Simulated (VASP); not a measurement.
A convergence study with VASP on AgI (zinc blende): one setting is varied, all else stays as given below, so the limit is that of these other settings.

```
CELL_PARAMETERS angstrom
      0.00000     3.25000     3.25000
      3.25000     0.00000     3.25000
      3.25000     3.25000     0.00000
ATOMIC_POSITIONS crystal
  Ag 0.00000 0.00000 0.00000
  I  0.25000 0.25000 0.25000
```

Calculation: PBE GGA, VASP's PBE PAW potentials (set 64) (plane waves; VASP). The tightest run used: 550 eV cut-off, 12×12×12 Monkhorst-Pack mesh, Gaussian smearing of 0.050 eV, potentials Ag I.

Problem. The settings run are 1×1×1 mesh; 2×2×2 mesh; 3×3×3 mesh; 4×4×4 mesh; 5×5×5 mesh; 6×6×6 mesh; 7×7×7 mesh; 8×8×8 mesh; 9×9×9 mesh; 10×10×10 mesh; 11×11×11 mesh; 12×12×12 mesh. From which on does the energy per atom stay within 0.01 eV/atom of the tightest run?

Solution. From 4×4×4 mesh on: it is off by 0.0000 there and by no more than 0.01 in any finer run, while 3×3×3 mesh is off by 0.0489.
```
setting        E (eV/atom)  pressure (GPa)  irreducible k-points  difference judged (eV/atom)
-------------  -----------  --------------  --------------------  ---------------------------
1×1×1 mesh          1.8771           33.28                     1                       4.2628
2×2×2 mesh         -2.3774            1.84                     2                       0.0083
3×3×3 mesh         -2.3368            2.31                     4                       0.0489
4×4×4 mesh         -2.3857            1.70                    10                       0.0000
5×5×5 mesh         -2.3835            1.74                    10                       0.0022
6×6×6 mesh         -2.3857            1.70                    28                       0.0000
7×7×7 mesh         -2.3855            1.70                    20                       0.0002
8×8×8 mesh         -2.3857            1.70                    60                       0.0000
9×9×9 mesh         -2.3857            1.70                    35                       0.0000
10×10×10 mesh      -2.3857            1.70                   110                       0.0000
11×11×11 mesh      -2.3857            1.70                    56                       0.0000
12×12×12 mesh      -2.3857            1.70                   182                       0.0000
```

Left out are rungs that failed or repeat a setting and relaxations that didn't move; long series are thinned to 24 rows.

The compound is AgI in the zinc blende structure, whereas wurtzite is the usual form. The cell was not relaxed at this level.
